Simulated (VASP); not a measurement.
Here is the system:

```
ZnCl2
1.0
    3.58647     0.00000     0.00000
    0.00000     3.58647     0.00000
    0.00000     0.00000    10.15932
Zn Cl
2 4
Direct
  0.00000   0.00000   0.00000
  0.50000   0.50000   0.50000
  0.50000   0.00000   0.13255
  0.50000   0.00000   0.63255
  0.00000   0.50000   0.36745
  0.00000   0.50000   0.86745
```

Level of theory: LDA (Ceperley-Alder, Perdew-Zunger), VASP's LDA PAW potentials (set 64) (plane waves; VASP). Settings: 400 eV cut-off, 7×7×3 Γ-centred mesh, tetrahedra with Blöchl corrections, potentials Zn Cl.

The cores are frozen, which limits the accuracy of field gradients.

Give the principal components of the electric field gradient (V/Å²) and the asymmetry η at each nucleus.

| atom | Vxx | Vyy | Vzz | η |
|---|---|---|---|---|
| Zn1 | -0.5 | -0.5 | 1.1 | 0.00 |
| Zn2 | -0.5 | -0.5 | 1.1 | 0.00 |
| Cl3 | 110.3 | 19.7 | -130.0 | 0.70 |
| Cl4 | 110.3 | 19.7 | -130.0 | 0.70 |
| Cl5 | 110.3 | 19.7 | -130.0 | 0.70 |
| Cl6 | 110.3 | 19.7 | -130.0 | 0.70 |

The structure comes from a computed database's ZnCl2 entry (P4_2/nmc); how it stands against other phases isn't given here. It was relaxed first, which changed the volume by -12 %.
